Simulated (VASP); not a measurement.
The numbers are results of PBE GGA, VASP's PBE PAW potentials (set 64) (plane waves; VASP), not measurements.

The input files of a VASP run:

### INCAR
```
# general
SYSTEM   =  Ta
PREC     =  Accurate
ENCUT    =  800   # plane-wave cut-off (eV)
LREAL    =  F   # projection in real space or not
LASPH    =  T   # aspherical one-centre terms

# electronic loop
EDIFF    =  1E-6
NELM     =  100   # most electronic steps
ALGO     =  Normal   # blocked Davidson
LMAXMIX  =  6

# smearing
ISMEAR   =  1   # Methfessel-Paxton
SIGMA    =  0.1

# functional
GGA      =  PE

# ions
ISIF     =  2   # forces and stress, cell fixed

# output
LWAVE    =  F
LCHARG   =  F
```

KPOINTS:
```
Automatic mesh
0
Gamma
14 14 14
0 0 0
```

POSCAR:
```
Ta
1
   -1.6500000000     1.6500000000     1.6500000000
    1.6500000000    -1.6500000000     1.6500000000
    1.6500000000     1.6500000000    -1.6500000000
Ta
1
Direct
  0.0000000000   0.0000000000   0.0000000000
```

POTCAR, in this order: Ta_pv (PBE.64 set). Program: vasp_std.

What VASP printed:

OSZICAR:
```
       N       E                     dE             d eps       ncg     rms          rms(c)
DAV:   1     0.629122197149E+02    0.62912E+02   -0.80758E+03  1872   0.161E+03
DAV:   2    -0.114074339025E+02   -0.74320E+02   -0.73166E+02  2403   0.298E+02
DAV:   3    -0.122624058193E+02   -0.85497E+00   -0.82797E+00  2198   0.305E+01
DAV:   4    -0.122701275775E+02   -0.77218E-02   -0.77157E-02  2112   0.212E+00
DAV:   5    -0.122701729195E+02   -0.45342E-04   -0.45340E-04  2101   0.156E-01    0.135E+01
DAV:   6    -0.119236686093E+02    0.34650E+00   -0.39022E-01  1941   0.767E+00    0.659E+00
DAV:   7    -0.118174190537E+02    0.10625E+00   -0.31556E-01  1964   0.655E+00    0.388E-01
DAV:   8    -0.118160736554E+02    0.13454E-02   -0.21753E-03  2091   0.535E-01    0.867E-02
DAV:   9    -0.118160949019E+02   -0.21247E-04   -0.10735E-04  2056   0.139E-01    0.344E-02
DAV:  10    -0.118160893107E+02    0.55912E-05   -0.40953E-06  1961   0.325E-02    0.807E-03
DAV:  11    -0.118160899688E+02   -0.65806E-06   -0.57913E-08   988   0.388E-03
   1 F= -.11816090E+02 E0= -.11816192E+02  d E =0.305751E-03
```

### OUTCAR
```
------------------------ aborting loop because EDIFF is reached ----------------------------------------
  FORCE on cell =-STRESS in cart. coord.  units (eV):
  Direction    XX          YY          ZZ          XY          YZ          ZX
  --------------------------------------------------------------------------------------
  Total        0.4232033      0.4232033      0.4232033     -0.0000000      0.0000000     -0.0000000
  in kB       37.7352996     37.7352996     37.7352996     -0.0000000      0.0000000     -0.0000000
  external PRESSURE =      37.7352996 kB  Pullay stress =       0.0000000 kB
  volume of cell :       17.97
      direct lattice vectors                 reciprocal lattice vectors
    -1.650000000  1.650000000  1.650000000     0.000000000  0.303030303  0.303030303
     1.650000000 -1.650000000  1.650000000     0.303030303  0.000000000  0.303030303
     1.650000000  1.650000000 -1.650000000     0.303030303  0.303030303  0.000000000
 POSITION                                       TOTAL-FORCE (eV/Angst)
 -----------------------------------------------------------------------------------
      0.00000      0.00000      0.00000         0.000000      0.000000      0.000000
 -----------------------------------------------------------------------------------
    total drift:                                0.000000      0.000000      0.000000
  FREE ENERGIE OF THE ION-ELECTRON SYSTEM (eV)
  ---------------------------------------------------
  free  energy   TOTEN  =       -11.8160899688 eV

  energy  without entropy=      -11.8163957193  energy(sigma->0) =      -11.81619189
```
(Selected blocks of OUTCAR.)

The compound is Ta in the bcc structure. The cell was not relaxed at this level. The run is one of a series of settings (ENCUT = 800 against the base run), some of them coarse on purpose.
